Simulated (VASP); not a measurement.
These are PBE GGA, VASP's PBE PAW potentials (set 64) (plane waves; VASP) values and carry that method's errors.

VASP ran on this input.

**KPOINTS**
```
Regular mesh
0
Gamma
  8 8 8
0 0 0
```

POSCAR:
```
NbTe
1
   -1.8533440000     1.8533440000     6.2745110000
    1.8533440000    -1.8533440000     6.2745110000
    1.8533440000     1.8533440000    -6.2745110000
Nb Te
2 2
Direct
  0.7500000000   0.7500000000   0.0000000000
  0.5000000000   0.0000000000   0.5000000000
  0.1660000000   0.1660000000   0.0000000000
  0.9160000000   0.4160000000   0.5000000000
```

**INCAR**
```
! general
SYSTEM =NbTe
PREC   =Accurate
ENCUT  =400
LREAL  =F
LASPH  =T
NBANDS =20

! electronic loop
EDIFF  =1E-6
NELM   =100
ALGO   =Normal
LMAXMIX=4

! smearing
ISMEAR =0
SIGMA  =0.05

! functional
GGA    =PE

! ions
ISIF   =2

! output
LWAVE  =F
LCHARG =F
```

POTCAR, in this order: Nb_sv Te (PBE.64 set). Program: vasp_std.

Unless said otherwise, spin-orbit coupling is left out, though it shifts the bands of the heavy elements here.

**Question.** Predict the energy per atom (σ→0), pressure, largest force, band gap (on the k-mesh).

**Answer.** 
| Item | Value |
|---|---|
| energy per atom (σ→0) | -6.802 eV/atom |
| band gap (on the k-mesh) | none (metal, semimetal or under 0.01 eV) |
| pressure | 11.6 kbar |
| largest force | 0.309 eV/Å |

### OSZICAR
```
...
DAV:  33    -0.272091904326E+02   -0.32016E-05   -0.32144E-05  1552   0.257E-03    0.864E-03
DAV:  34    -0.272091927369E+02   -0.23042E-05   -0.24952E-05  1548   0.341E-03    0.852E-03
DAV:  35    -0.272091947160E+02   -0.19791E-05   -0.19839E-05  1552   0.339E-03    0.818E-03
DAV:  36    -0.272091964976E+02   -0.17816E-05   -0.17667E-05  1544   0.250E-03    0.798E-03
DAV:  37    -0.272091978557E+02   -0.13581E-05   -0.13673E-05  1540   0.262E-03    0.784E-03
DAV:  38    -0.272091988304E+02   -0.97470E-06   -0.10212E-05  1524   0.270E-03    0.734E-03
DAV:  39    -0.272091996832E+02   -0.85288E-06   -0.96377E-06  1508   0.351E-03
   1 F= -.27209200E+02 E0= -.27206458E+02  d E =-.548240E-02
```

The structure was generated: NbTe was put into the NbAs type (I4_1md), which need not be its known phase. The cell was not relaxed at this level. The run is one of a series of settings (NBANDS = 20 against the base run), some of them coarse on purpose. VASP warned that the highest band is occupied, so more bands are needed.
